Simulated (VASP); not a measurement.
Level of theory: PBEsol GGA, VASP's PBE PAW potentials (set 64) (plane waves; VASP 6.6.1).

VASP input:

**KPOINTS**
```
Regular mesh
0
gamma
10 10 10
```

POSCAR:
```
CaO
1
    0.0000000000     2.2519041345     2.2519041345
    2.2519041345     0.0000000000     2.2519041345
    2.2519041345     2.2519041345     0.0000000000
Ca O
1 1
Direct
  0.0000000000   0.0000000000   0.0000000000
  0.5000000000   0.5000000000   0.5000000000
```

### INCAR
```
! general
SYSTEM  = CaO
PREC    = Accurate
ENCUT   = 620   ! plane-wave cut-off (eV)
LREAL   = F   ! projection in real space or not
LASPH   = T   ! aspherical one-centre terms

! electronic loop
EDIFF   = 1E-6   ! SCF stop (eV)
NELM    = 100   ! most electronic steps
ALGO    = Normal

! smearing
ISMEAR  = 0   ! Gaussian
SIGMA   = 0.05

! functional
GGA     = PS   ! PBEsol

! ions
IBRION  = 2   ! conjugate gradients
NSW     = 40
ISIF    = 3   ! ions, shape and volume
EDIFFG  = -0.02
PSTRESS = 450   ! kbar

! output
LWAVE   = F
LCHARG  = F
```

POTCAR, in this order: Ca_sv O (PBE.64 set). Program: vasp_std.

### Question
What will the output report for the number of irreducible k-points (NKPTS), largest plane-wave count, number of space-group operations, FFT grid (NGX, NGY, NGZ)?

### Answer

The number of irreducible k-points (NKPTS) is 47. The largest plane-wave count is 821 and the number of space-group operations is 48. The FFT grid (NGX, NGY, NGZ) comes out as 28 × 28 × 28.

The structure was generated: CaO was put into the rock salt type (Fm-3m), which need not be its known phase. This run relaxes it under an external pressure of 45 GPa. Symmetry was kept, so distortions that lower it aren't found.
